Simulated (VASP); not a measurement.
Output of a VASP run:

**OUTCAR**
```
 ion  position               nearest neighbor table
   1  0.000  0.000  0.000-   4 1.95   5 1.95   4 1.95   5 1.95   3 1.98   6 1.98
   2  0.500  0.500  0.500-   3 1.95   6 1.95   3 1.95   6 1.95   5 1.98   4 1.98
   3  0.304  0.304  0.000-   2 1.95   2 1.95   1 1.98
   4  0.804  0.196  0.500-   1 1.95   1 1.95   2 1.98
   5  0.196  0.804  0.500-   1 1.95   1 1.95   2 1.98
   6  0.696  0.696  0.000-   2 1.95   2 1.95   1 1.98
  LATTYP: Found a simple tetragonal cell.
 ALAT       =     4.6084445610
 C/A-ratio  =     0.6424418030
 Subroutine PRICEL returns:
 Original cell was already a primitive cell.
 Subroutine GETGRP returns: Found 16 space group operations
The static configuration has the point symmetry D_2h.
 The point group associated with its full space group is D_4h.
The dynamic configuration has the point symmetry D_2h.
 Subroutine INISYM returns: Found 16 space group operations
 Subroutine IBZKPT returns following result:
 Found     24 irreducible k-points:

 Following reciprocal coordinates:
            Coordinates               Weight
  0.000000  0.000000  0.000000      1.000000
  0.200000  0.000000  0.000000      4.000000
  0.400000  0.000000  0.000000      4.000000
  0.200000  0.200000  0.000000      4.000000
  0.400000  0.200000  0.000000      8.000000
  0.400000  0.400000  0.000000      4.000000
  0.000000  0.000000  0.142857      2.000000
  0.200000  0.000000  0.142857      8.000000
  0.400000  0.000000  0.142857      8.000000
  0.200000  0.200000  0.142857      8.000000
  0.400000  0.200000  0.142857     16.000000
  0.400000  0.400000  0.142857      8.000000
  0.000000  0.000000  0.285714      2.000000
  0.200000  0.000000  0.285714      8.000000
  0.400000  0.000000  0.285714      8.000000
  0.200000  0.200000  0.285714      8.000000
  0.400000  0.200000  0.285714     16.000000
  0.400000  0.400000  0.285714      8.000000
  0.000000  0.000000  0.428571      2.000000
  0.200000  0.000000  0.428571      8.000000
  0.400000  0.000000  0.428571      8.000000
  0.200000  0.200000  0.428571      8.000000
  0.400000  0.200000  0.428571     16.000000
  0.400000  0.400000  0.428571      8.000000
   k-points           NKPTS =     24   k-points in BZ     NKDIM =     24   number of bands    NBANDS=     28
   number of dos      NEDOS =    301   number of ions     NIONS =      6
   total plane-waves  NPLWV =  31104
   dimension x,y,z NGX =    36 NGY =   36 NGZ =   24
   dimension x,y,z NGXF=    72 NGYF=   72 NGZF=   48
   ions per type =               2   4
   PREC   = accura    normal or accurate (medium, high low for compatibility)
   ISTART =      0    job   : 0-new  1-cont  2-samecut
   ICHARG =      2    charge: 1-file 2-atom 10-const
   ISPIN  =      1    spin polarized calculation?
   LNONCOLLINEAR =      F non collinear calculations
   LSORBIT =      F    spin-orbit coupling
   INIWAV =      1    electr: 0-lowe 1-rand  2-diag
   ENCUT  =  520.0 eV  38.22 Ry    6.18 a.u.   8.57  8.57  5.50*2*pi/ulx,y,z
   NELM   =    100;   NELMIN=  2; NELMDL= -5     # of ELM steps
   EDIFF  = 0.1E-05   stopping-criterion for ELM
   LREAL  =      F    real-space projection
   NLSPLINE    = F    spline interpolate recip. space projectors
   LMAXMIX     =    4 max onsite mixed and CHGCAR
   VOSKOWN=      0    Vosko Wilk Nusair interpolation
   EDIFFG = -.2E-01   stopping-criterion for IOM
   NSW    =     60    number of steps for IOM
   NBLOCK =      1;   KBLOCK =     60    inner block; outer block
   IBRION =      2    ionic relax: 0-MD 1-quasi-New 2-CG
   NFREE  =      1    steps in history (QN), initial steepest desc. (CG)
   ISIF   =      3    stress and relaxation
   ISYM   =      2    0-nonsym 1-usesym 2-fastsym
   TEIN   =    0.0    initial temperature
   TEBEG  =    0.0;   TEEND  =   0.0 temperature during run
   SMASS  =  -3.00    Nose mass-parameter (am)
   PSTRESS=    0.0 pullay stress
   NELECT =      48.0000    total number of electrons
   EFERMI =   0.00;   METHOD = LEGACY
   ISMEAR =     0;   SIGMA  =   0.05  broadening in eV -4-tet -1-fermi 0-gaus
...
```

### OSZICAR
```
       N       E                     dE             d eps       ncg     rms          rms(c)
DAV:   1     0.681161490889E+03    0.68116E+03   -0.25371E+04  1344   0.204E+03
DAV:   2     0.509804012268E+02   -0.63018E+03   -0.60959E+03  1428   0.584E+02
DAV:   3    -0.657965800522E+02   -0.11678E+03   -0.11398E+03  2084   0.217E+02
DAV:   4    -0.709911323137E+02   -0.51946E+01   -0.51886E+01  1820   0.488E+01
DAV:   5    -0.711989622375E+02   -0.20783E+00   -0.20779E+00  1924   0.817E+00    0.322E+01
DAV:   6    -0.541810294777E+02    0.17018E+02   -0.11994E+02  1628   0.104E+02    0.121E+01
DAV:   7    -0.538099168787E+02    0.37111E+00   -0.17801E+01  1692   0.333E+01    0.784E+00
DAV:   8    -0.539013659246E+02   -0.91449E-01   -0.52249E+00  1672   0.206E+01    0.474E+00
DAV:   9    -0.536513951664E+02    0.24997E+00   -0.22661E+00  1692   0.130E+01    0.116E+00
DAV:  10    -0.536603483773E+02   -0.89532E-02   -0.11687E-01  1676   0.273E+00    0.237E-01
DAV:  11    -0.536600836523E+02    0.26472E-03   -0.67058E-03  1736   0.609E-01    0.941E-02
DAV:  12    -0.536600787653E+02    0.48871E-05   -0.55985E-04  1816   0.175E-01    0.666E-02
DAV:  13    -0.536600310644E+02    0.47701E-04   -0.22358E-04  1772   0.113E-01    0.822E-03
DAV:  14    -0.536600324473E+02   -0.13829E-05   -0.95216E-06  1688   0.247E-02    0.475E-03
DAV:  15    -0.536600328872E+02   -0.43984E-06   -0.17717E-06  1084   0.100E-02
   1 F= -.54892055E+02 E0= -.54892055E+02  d E =-.548921E+02
```

OUTCAR:
```
------------------------ aborting loop because EDIFF is reached ----------------------------------------
  Edisp (eV):   -1.23202
  FORCE on cell =-STRESS in cart. coord.  units (eV):
  Direction    XX          YY          ZZ          XY          YZ          ZX
  --------------------------------------------------------------------------------------
  Total       0.05938     0.05938    -0.08050     0.00000     0.00000     0.00000
  in kB       1.51295     1.51295    -2.05116     0.00000     0.00000     0.00000
  external pressure =        0.32 kB  Pullay stress =        0.00 kB
  volume of cell :       62.88
      direct lattice vectors                 reciprocal lattice vectors
     4.608444561  0.000000000  0.000000000     0.216992954  0.000000000  0.000000000
     0.000000000  4.608444561  0.000000000     0.000000000  0.216992954  0.000000000
     0.000000000  0.000000000  2.960657433     0.000000000  0.000000000  0.337762819
 POSITION                                       TOTAL-FORCE (eV/Angst)
 -----------------------------------------------------------------------------------
      0.00000      0.00000      0.00000        -0.000000     -0.000000      0.000000
      2.30422      2.30422      1.48033        -0.000000     -0.000000      0.000000
      1.40313      1.40313      0.00000        -0.001849     -0.001849     -0.000000
      3.70735      0.90110      1.48033        -0.001849      0.001849      0.000000
      0.90110      3.70735      1.48033         0.001849     -0.001849     -0.000000
      3.20532      3.20532      0.00000         0.001849      0.001849      0.000000
 -----------------------------------------------------------------------------------
    total drift:                                0.000000      0.000000      0.000000
  FREE ENERGIE OF THE ION-ELECTRON SYSTEM (eV)
  ---------------------------------------------------
  free  energy   TOTEN  =       -54.8920552966 eV

  energy  without entropy=      -54.8920552966  energy(sigma->0) =      -54.89205530

 reached required accuracy - stopping structural energy minimisation
```
(Selected blocks of OUTCAR.)

File POSCAR:
```
TiO2
1
    4.6084445610    -0.0000000000     0.0000000000
   -0.0000000000     4.6084445610     0.0000000000
    0.0000000000     0.0000000000     2.9606574330
Ti O
2 4
Direct
  0.0000000000   0.0000000000   1.0000000000
  0.5000000000   0.5000000000   0.5000000000
  0.3044685481   0.3044685481   0.0000000000
  0.8044685481   0.1955314519   0.5000000000
  0.1955314519   0.8044685481   0.5000000000
  0.6955314519   0.6955314519   1.0000000000
```

Task: Reconstruct the remaining input files.

Result: This is not unique; one that fits is the input of the run itself, PBE GGA with D4 dispersion, plane waves, VASP's PBE PAW potentials (set 64).

INCAR:
```
SYSTEM = TiO2
PREC = Accurate
ENCUT = 520
EDIFF = 1E-6
NELM = 100
ALGO = Normal
LREAL = .FALSE.
LASPH = .TRUE.
ISMEAR = 0
SIGMA = 0.05
GGA = PE
IVDW = 13
LMAXMIX = 4
LWAVE = .FALSE.
LCHARG = .FALSE.
IBRION = 2
ISIF = 3
NSW = 60
EDIFFG = -0.02
```

KPOINTS:
```
Automatic mesh
0
Gamma
5 5 7
0 0 0
```

POTCAR, in this order: Ti_sv O (PBE.64 set). Program: vasp_std.

The compound is TiO2 in the rutile structure. It was relaxed first. The start is the result of an earlier pass.
